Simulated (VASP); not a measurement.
Here is the system:

```xyz
71
Lattice="5.0056 -8.6699 0.0000 5.0056 8.6699 0.0000 0.0000 0.0000 10.9867" Properties=species:S:1:pos:R:3 pbc="T T T"
Si     1.1917     2.0523     1.8381
Si     2.6244     0.0271    10.9696
Si     1.1855    -2.0405     3.7172
Si     1.1983     2.0511     7.3355
Si     2.6433     0.0113     5.4993
Si     6.1920     6.6099     9.1542
Si     3.7398     6.3865     1.8408
Si     5.1435     4.3245    10.9788
Si     3.6889     2.2821     3.6644
Si     3.6909     6.3614     7.3393
Si     5.1345     4.3253     5.4971
Si     3.6888     2.2892     9.1529
Si     3.6421    -2.3081     1.7561
Si     5.1654    -4.3527    10.9644
Si     3.6826    -6.3725     3.6275
Si     3.6840    -2.2696     7.3241
Si     5.1142    -4.3555     5.5109
Si     8.6930     2.2751     9.1564
Si     6.1827     2.0592     1.8303
Si     7.6155     0.0160    10.9820
Si     6.1809     2.0607     7.3321
Si     7.6918     0.0059     5.5515
Si     6.1884    -2.0472     9.1504
O      1.6879     0.6623     1.1464
O      3.5967     1.1375     4.8187
O      2.2412    -2.5304     2.5520
O      3.5848    -1.1336     0.6435
O      1.6910    -0.6508     4.3542
O      2.2339     2.5382     2.9849
O      1.6885     0.6690     6.6428
O      3.5942     1.1405    10.3081
O      2.2336    -2.5432     8.0061
O      3.5816    -1.1269     6.1771
O      1.6898    -0.6721     9.8416
O      2.2296     2.5467     8.4872
O      4.2143     5.0002     1.1647
O      6.0928     5.4607     4.8307
O      4.7305     1.7954     2.5094
O      6.0982     3.2047     0.6749
O      4.1903     3.6787     4.3383
O      4.7577     6.8663     2.9861
O      4.1798     4.9782     6.6490
O      6.0888     5.4704    10.3153
O      4.7286     1.7940     8.0012
O      6.0903     3.1954     6.1730
O      4.1938     3.6793     9.8309
O      4.7340     6.8701     8.4770
O      4.1976    -3.6875     1.1322
O      6.1870    -3.2310     4.8222
O      4.7343    -6.8752     2.5053
O      6.1048    -5.4653     0.6829
O      4.1946    -5.0013     4.3477
O      4.5525    -1.8642     3.0779
O      4.1885    -3.6574     6.6335
O      6.0915    -3.1949    10.3100
O      4.7373    -6.8584     7.9992
O      6.0858    -5.4661     6.1722
O      4.1907    -4.9992     9.8370
O      4.7287    -1.7927     8.4785
O      6.6877     0.6761     1.1481
O      8.5651     1.1221     4.7686
O      7.1992    -2.4371     2.5145
O      8.5248    -1.1456     0.7141
O      6.7349    -0.6579     4.3140
O      7.2324     2.5584     2.9766
O      6.7047     0.6561     6.6516
O      8.5993     1.1187    10.3057
O      7.2329    -2.5411     7.9975
O      8.6181    -1.1440     6.1838
O      6.6921    -0.6593     9.8299
O      7.2395     2.5267     8.4733
```
Cell charge +2.

These are PBE GGA, VASP's PBE PAW potentials (set 64) (plane waves; VASP 6.6.1) values and carry that method's errors. Numerical set-up: PREC = Normal, LREAL = Auto, ISYM = 0, NELECT = 378.0, EDIFF = 1E-5, 400 eV cut-off, 1×1×1 Γ-centred mesh, Gaussian smearing of 0.050 eV, potentials Si O. Starting moments (MAGMOM): 71*0.0282. The cell's moment is fixed (NUPDOWN = 2).

The cell is charged, with a uniform compensating background. The supercell is sampled at Γ alone, which is coarse: total energies, pressure and levels can be off, energies of defects by several tenths of an eV.

The ions are relaxed. Predict the relaxed structure.

```xyz
71
Lattice="5.0056 -8.6699 0.0000 5.0056 8.6699 0.0000 0.0000 0.0000 10.9867" Properties=species:S:1:pos:R:3 pbc="T T T"
Si     1.2297     2.0207     1.7982
Si     2.7059    -0.0520     0.0434
Si     6.2248     6.5525     3.7216
Si     6.2041    -6.5095     7.3104
Si     2.5737     0.0506     5.4884
Si     1.1801    -2.0373     9.1761
Si     8.6242    -2.2096     1.9045
Si     4.9936     4.3973     0.0241
Si     3.6569     2.3210     3.6683
Si     3.7312     6.3362     7.3199
Si     5.1526     4.2808     5.5226
Si     3.7291     2.2000     9.1561
Si     3.7461    -2.3747     1.8547
Si     5.1662    -4.3971    10.9815
Si     8.7257     2.2200     3.5952
Si     3.6734    -2.2176     7.3524
Si     5.0953    -4.3036     5.4493
Si     8.6798     2.2971     9.1362
Si     6.1482     2.1334     1.8470
Si     7.6122     0.0610    10.9716
Si     6.1952     1.9671     7.2875
Si     7.6939    -0.0785     5.4632
Si     6.2326    -2.1018     9.1580
O      1.8067     0.6168     1.2220
O      3.5420     1.1540     4.7945
O      2.3303    -2.6252     2.6180
O      3.6521    -1.2102     0.7314
O      1.6877    -0.7096     4.3590
O      2.2182     2.6044     2.9612
O      1.5523     0.8007     6.5028
O      3.6539     1.0493    10.3084
O      2.2757    -2.5801     8.0954
O      3.4998    -0.9858     6.3162
O      1.7279    -0.6908     9.8978
O      2.2828     2.4807     8.4673
O      3.9214     5.1001     1.0508
O      6.1178     5.4166     4.8704
O      4.7227     1.8041     2.5509
O      5.9715     3.4304     0.8855
O      4.1620     3.7027     4.3607
O      4.8184     6.7543     2.9492
O      4.2608     4.9227     6.7236
O      5.9475     5.5174    10.3309
O      4.7588     1.7012     7.9945
O      6.0827     3.0912     6.1190
O      4.2044     3.5874     9.8547
O      4.7903     6.9524     8.3983
O      4.3182    -3.7419     1.2326
O      5.9184    -3.0125     4.7122
O      4.7662    -6.9078     2.4500
O      6.1238    -5.5673     0.5872
O      4.2290    -5.1093     4.3557
O      4.6039    -1.8604     3.2289
O      4.1253    -3.5438     6.5035
O      6.0909    -3.2656    10.2825
O      4.7417    -6.7381     7.9691
O      6.1408    -5.2647     6.2345
O      4.1085    -4.9938     9.8899
O      4.8017    -1.8233     8.4445
O      6.5913     0.8524     0.9663
O      8.6412     1.0165     4.7148
O      7.1555    -2.3370     2.6987
O      8.5250    -0.9618     0.8633
O      6.8575    -0.5184     4.0524
O      7.2655     2.5005     2.9681
O      6.7256     0.5760     6.5859
O      8.6271     1.0954    10.2364
O      7.3029    -2.5824     8.0330
O      8.5726    -1.2718     6.0860
O      6.7316    -0.7314     9.8658
O      7.2285     2.4822     8.4349
```
Cell charge +2. The cell ends with 2.00 μB, on the first 30 sites 0.00 0.00 0.00 0.00 0.00 0.00 0.00 0.00 0.00 0.00 0.00 0.00 -0.01 0.00 0.00 0.00 -0.01 0.00 0.00 0.00 0.00 0.01 0.00 0.01 0.04 0.15 0.04 0.01 0.03 0.04 μB.

How much energy does the relaxation gain?

The energy (σ→0) changes by -3.5 meV/atom, in 81 ionic steps.

The cell is a supercell with a defect, built from SiO2 (quartz): vac_Si, charge +2.
